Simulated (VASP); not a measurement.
The input files of a VASP run:

### KPOINTS
```
Regular mesh
0
Gamma
  5 5 5
```

**INCAR**
```
SYSTEM  =  Mg2Sn
PREC  =  Low; ENCUT  =  400; LREAL  =  .False.
LASPH  =  .True.
EDIFF  =  1E-6; NELM  =  100; ALGO  =  Normal
LMAXMIX  =  4
ISMEAR  =  0; SIGMA  =  0.05
GGA  =  PE
ISIF  =  2
LWAVE  =  .False.; LCHARG  =  .False.
```

File POSCAR:
```
Mg2Sn
3.3297310
  0.0000000000   0.9865793964   1.0000000000
  0.9949016903   0.0000000000   1.0000000000
  0.9949016903   0.9865793964   0.0000000000
Mg Sn
2 1
direct
  0.2500000000   0.2500000000   0.2500000000
  0.7500000000   0.7500000000   0.7500000000
 -0.0134900000   0.0134900000   0.0134900000
```

POTCAR, in this order: Mg Sn_d (PBE.64 set). Program: vasp_std.

Q: Write an equivalent input for Quantum ESPRESSO's pw.x.

A: One equivalent input (not run):
```
&CONTROL
  calculation = 'scf'
  pseudo_dir = './pseudo'
  outdir = './out'
  tprnfor = .true.
  tstress = .true.
/
&SYSTEM
  ibrav = 0
  nat = 3
  ntyp = 2
  ecutwfc = 84
  occupations = 'smearing'
  smearing = 'gaussian'
  degauss = 0.003675
  input_dft = 'pbe'
/
&ELECTRONS
  conv_thr = 7.3e-08
  electron_maxstep = 100
/
ATOMIC_SPECIES
  Mg 24.305 Mg.upf
  Sn 118.710 Sn.upf
CELL_PARAMETERS angstrom
     0.0000000    3.2850440    3.3297310
     3.3127550    0.0000000    3.3297310
     3.3127550    3.2850440    0.0000000
ATOMIC_POSITIONS crystal
  Mg   0.2500000  0.2500000  0.2500000
  Mg   0.7500000  0.7500000  0.7500000
  Sn  -0.0134900  0.0134900  0.0134900
K_POINTS automatic
  5 5 5 0 0 0
```
What does not carry over: the potentials are each code's own (VASP's PAW set, PseudoDojo norm-conserving files in pw.x), so ENCUT and ecutwfc are chosen apart and not converted; conv_thr bounds pw.x's estimated SCF error, while EDIFF bounds the energy change between steps.

The compound is Mg2Sn in the antifluorite structure. The cell was not relaxed at this level, atoms are displaced from their ideal sites. The k-mesh is coarse (spacing up to 0.33 per Å, 2π included), so the numbers may not be converged in it. The run is one of a series of settings (PREC = Low against the base run), some of them coarse on purpose.
